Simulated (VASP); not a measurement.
These are r2SCAN+rVV10, VASP's PBE PAW potentials (set 64) (plane waves; VASP) values and carry that method's errors.

A VASP calculation is set up with these files.

### INCAR
```
# general
SYSTEM    =  Pt3Ti
PREC      =  Accurate
ENCUT     =  520   # plane-wave cut-off (eV)
LREAL     =  .False.   # projection in real space or not
LASPH     =  .True.   # aspherical one-centre terms

# electronic loop
EDIFF     =  1E-7   # SCF stop (eV)
NELM      =  100   # most electronic steps
ALGO      =  Normal   # blocked Davidson
LMAXMIX   =  6   # l cut-off of mixed one-centre charges
LMIXTAU   =  .True.

# smearing
ISMEAR    =  1
SIGMA     =  0.1   # width (eV)

# functional
METAGGA   =  R2SCAN
LUSE_VDW  =  .True.
BPARAM    =  11.95
CPARAM    =  0.0093

# ions
ISIF      =  2   # forces and stress, cell fixed

# output
LWAVE     =  .False.
LCHARG    =  .False.
```

File KPOINTS:
```
Regular mesh
0
Gamma
8 8 8
0 0 0
```

POSCAR:
```
Pt3Ti
3.9930670
  1.0000000856   0.0000000000   0.0000000000
  0.0000000000   1.0000000856   0.0000000000
  0.0000000000   0.0000000000   1.0000000856
Ti Pt
1 3
Cartesian
  0.0000000000   0.0000000000   0.0000000000
  0.0000000000   0.5000000428   0.5000000428
  0.5000000428   0.0000000000   0.5000000428
  0.5000000428   0.5000000428   0.0000000000
```

POTCAR, in this order: Ti_sv Pt (PBE.64 set). Program: vasp_std.

Unless said otherwise, spin-orbit coupling is left out, though it shifts the bands of the heavy elements here.

Q: Predict the energy per atom (σ→0), pressure, band gap (on the k-mesh).

A: 
| Quantity | Result |
|---|---|
| energy per atom (σ→0) | -42.566 eV/atom |
| band gap (on the k-mesh) | none (metal, semimetal or under 0.01 eV) |
| pressure | -13.39 GPa |

### OSZICAR
```
...
DAV:  16    -0.170262940400E+03   -0.88515E-05   -0.42410E-04  2355   0.144E-01    0.278E-02
DAV:  17    -0.170262929952E+03    0.10448E-04   -0.56858E-05  2020   0.586E-02    0.290E-02
DAV:  18    -0.170262954951E+03   -0.24999E-04   -0.74427E-06  1980   0.214E-02    0.238E-02
DAV:  19    -0.170262984999E+03   -0.30048E-04   -0.98625E-05  2346   0.680E-02    0.823E-03
DAV:  20    -0.170262985191E+03   -0.19221E-06   -0.51028E-06  2292   0.165E-02    0.168E-03
DAV:  21    -0.170262985060E+03    0.13140E-06   -0.26238E-07  1607   0.412E-03    0.932E-04
DAV:  22    -0.170262985050E+03    0.91964E-08   -0.85901E-08  1180   0.283E-03
   1 F= -.17026299E+03 E0= -.17026275E+03  d E =-.695390E-03
```

The compound is Pt3Ti in the L1_2 structure. This cell is one point of a volume scan, at 1.06 of the reference volume.
